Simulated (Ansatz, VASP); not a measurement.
Ta4Rh: VASP beside Ansatz

```xyz
5
Lattice="-2.9774 2.9774 2.9774 2.9774 -2.9774 2.9774 2.9774 2.9774 -2.9774" Properties=species:S:1:pos:R:3 pbc="T T T"
Ta    1.4887    1.4887   -1.4887
Ta    1.4887   -1.4887    1.4887
Ta   -1.4887    1.4887    1.4887
Ta    1.4887    1.4887    1.4887
Rh    0.0000    0.0000    0.0000
```

Change from the starting cell: species swapped into the MnGa4 type (Im-3m, No. 229).

Alike in both runs: functional PBE; k mesh 10 × 10 × 10; occupations gaussian, width 0.1 eV; no spin polarisation.

Ansatz relaxed the structure, and its values are those at the end. VASP's run is a single point on that final structure, the one shown.

```csv
,VASP,Ansatz
version,VASP 6.6.1,Ansatz 0.2.0
potentials or method,"VASP PAW PBE potentials, release 64 (Ta_pv, Rh_pv)","scalar-relativistic, plane waves, PAW"
plane-wave cutoff (eV),520,420
valence electrons in the cell,59,69
```

```tsv
	VASP	Ansatz	Ansatz less VASP
gap on the k mesh at the Fermi level (eV)	none	none	-
pressure (GPa)	0.0	0.0	-0.02
```

A gap of «none» marks a metal or a gap that the smearing closes. The two sets of potentials don't hold the same shells in valence.

The runs have no spin-orbit coupling, so splittings on Ta are missing.
